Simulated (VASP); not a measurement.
Here is the system:

```yaml
crystal:
  lattice:
    - [0.00000, 2.28594, 2.28594]
    - [2.28594, 0.00000, 2.28594]
    - [2.28594, 2.28594, 0.00000]
  atoms:
    - { symbol: Na, position: [0.00000, 0.00000, 0.00000] }
    - { symbol: F, position: [0.50000, 0.50000, 0.50000] }
```

Level of theory: r2SCAN meta-GGA, VASP's PBE PAW potentials (set 64) (plane waves; VASP 6.6.1). Run with 650 eV cut-off, 9×9×9 Γ-centred mesh, Gaussian smearing of 0.050 eV, potentials Na_pv F.

**Question.** Give the elastic stiffness tensor with the ions relaxed (GPa, in the frame of the cell).

**Answer.** 
```json
[
 {"": "xx", "xx": "127", "yy": "21.6", "zz": "21.6", "yz": "0.0", "xz": "0.0", "xy": "0.0"},
 {"": "yy", "xx": "21.6", "yy": "127", "zz": "21.6", "yz": "0.0", "xz": "0.0", "xy": "0.0"},
 {"": "zz", "xx": "21.6", "yy": "21.6", "zz": "127", "yz": "0.0", "xz": "0.0", "xy": "0.0"},
 {"": "yz", "xx": "0.0", "yy": "0.0", "zz": "0.0", "yz": "29.6", "xz": "0.0", "xy": "0.0"},
 {"": "xz", "xx": "0.0", "yy": "0.0", "zz": "0.0", "yz": "0.0", "xz": "29.6", "xy": "0.0"},
 {"": "xy", "xx": "0.0", "yy": "0.0", "zz": "0.0", "yz": "0.0", "xz": "0.0", "xy": "29.6"}
]
```

**Question.** What does the run give for the Hill bulk modulus, Hill shear modulus, Young's modulus, Poisson's ratio?

**Answer.** 
The Hill bulk modulus is 56.7 GPa. The Hill shear modulus is 374 kbar and the Young's modulus is 91.9 GPa. The Poisson's ratio is 0.230.

The compound is NaF in the rock salt structure. It was relaxed first.
